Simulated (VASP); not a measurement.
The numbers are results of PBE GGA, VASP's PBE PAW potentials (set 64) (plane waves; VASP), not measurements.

The input files of a VASP run:

POSCAR:
```
HfC
1
   -0.0000000000     2.3236394539     2.3236394539
    2.3236394539    -0.0000000000     2.3236394539
    2.3236394539     2.3236394539    -0.0000000000
Hf C
1 1
Direct
  0.0000000000   0.0000000000   0.0000000000
  0.5000000000   0.5000000000   0.5000000000
```

### KPOINTS
```
Regular mesh
0
G
15 15 15
```

INCAR:
```
SYSTEM=HfC
LREAL=.False.
GGA=PE   ! PBE
ENCUT=450
ISIF=2   ! forces and stress, cell fixed
SIGMA=0.1
ALGO=Fast   ! Davidson, then RMM-DIIS
LWAVE=.False.
ISMEAR=1
PREC=Normal
LMAXMIX=6   ! l cut-off of mixed one-centre charges
IBRION=2
NELMIN=4
EDIFF=1E-5
LCHARG=.False.
NSW=20
LASPH=.True.
NELM=100   ! most electronic steps
EDIFFG=-0.03   ! ionic stop
```

POTCAR, in this order: Hf_pv C (PBE.64 set). Program: vasp_std.

At this cut-off the stress carries a Pulay error, which pulls relaxed volumes low. Unless said otherwise, spin-orbit coupling is left out, though it shifts the bands of the heavy elements here.

### Question
What does the run give for the energy per atom (σ→0), band gap (on the k-mesh)?

### Answer

```yaml
energy per atom (σ→0): -10.523 eV/atom
band gap (on the k-mesh): none (metal, semimetal or under 0.01 eV)
```

OSZICAR:
```
...
RMM:   8    -0.210478557049E+02   -0.51654E-02   -0.14657E-01  2645   0.280E+00    0.262E+00
RMM:   9    -0.210479544236E+02   -0.98719E-04   -0.61387E-02  2675   0.141E+00    0.138E+00
RMM:  10    -0.210464657862E+02    0.14886E-02   -0.50554E-03  2643   0.567E-01    0.392E-01
RMM:  11    -0.210465353424E+02   -0.69556E-04   -0.85751E-04  2746   0.193E-01    0.377E-02
RMM:  12    -0.210465681802E+02   -0.32838E-04   -0.22474E-04  2430   0.799E-02    0.138E-01
RMM:  13    -0.210465444470E+02    0.23733E-04   -0.76512E-05  2296   0.562E-02    0.930E-03
RMM:  14    -0.210465453345E+02   -0.88748E-06   -0.10786E-05  1797   0.248E-02
   1 F= -.21046545E+02 E0= -.21046303E+02  d E =-.210465E+02
```

The compound is HfC in the rock salt structure. It was relaxed first.
